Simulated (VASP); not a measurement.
An input for Quantum ESPRESSO's pw.x (written as the equivalent of a VASP run, and not itself run):

```
&CONTROL
  calculation = 'vc-relax'
  pseudo_dir = './pseudo'
  outdir = './out'
  tprnfor = .true.
  tstress = .true.
  nstep = 60
  forc_conv_thr = 0.00039
/
&SYSTEM
  ibrav = 0
  nat = 2
  ntyp = 2
  ecutwfc = 82.3
  occupations = 'smearing'
  smearing = 'gaussian'
  degauss = 0.003675
  input_dft = 'vdw-df2'
/
&ELECTRONS
  conv_thr = 7.3e-08
  electron_maxstep = 100
/
&IONS
/
&CELL
/
ATOMIC_SPECIES
  Te 127.600 Te.upf
  Pb 207.200 Pb.upf
CELL_PARAMETERS angstrom
     0.0000000    3.2300000    3.2300000
     3.2300000    0.0000000    3.2300000
     3.2300000    3.2300000    0.0000000
ATOMIC_POSITIONS crystal
  Te   0.5000000  0.5000000  0.5000000
  Pb   0.0000000  0.0000000  0.0000000
K_POINTS automatic
  7 7 7 0 0 0
```

Write the VASP files for the same calculation (vdW-DF2).

One answer among several that fit: 
POSCAR:
```
PbTe
1.0
  0.0000000000   3.2300000000   3.2300000000
  3.2300000000   0.0000000000   3.2300000000
  3.2300000000   3.2300000000   0.0000000000
Te Pb
1 1
Cart
  3.2300000000   3.2300000000   3.2300000000
  0.0000000000   0.0000000000   0.0000000000
```

**INCAR**
```
SYSTEM  =  PbTe
PREC  =  Accurate; ENCUT  =  520; LREAL  =  .FALSE.
LASPH  =  .TRUE.
EDIFF  =  1E-6; NELM  =  100; ALGO  =  Normal
LMAXMIX  =  4
ISMEAR  =  0; SIGMA  =  0.05
GGA  =  ML; LUSE_VDW  =  .TRUE.; AGGAC  =  0.0
ZAB_VDW  =  -1.8867
IBRION  =  2; NSW  =  60; ISIF  =  3
EDIFFG  =  -0.01
LWAVE  =  .FALSE.; LCHARG  =  .FALSE.
```

**KPOINTS**
```
Automatic mesh
0
Gamma
7 7 7
0 0 0
```

POTCAR, in this order: Te Pb_d (PBE.64 set). Program: vasp_std.

Limits of the translation: the potentials are each code's own (VASP's PAW set, PseudoDojo norm-conserving files in pw.x), so ENCUT and ecutwfc are chosen apart and not converted; conv_thr bounds pw.x's estimated SCF error, while EDIFF bounds the energy change between steps; forc_conv_thr acts on force components and is met together with etot_conv_thr.

The compound is PbTe in the rock salt structure. This run relaxes it. Symmetry was kept, so distortions that lower it aren't found.
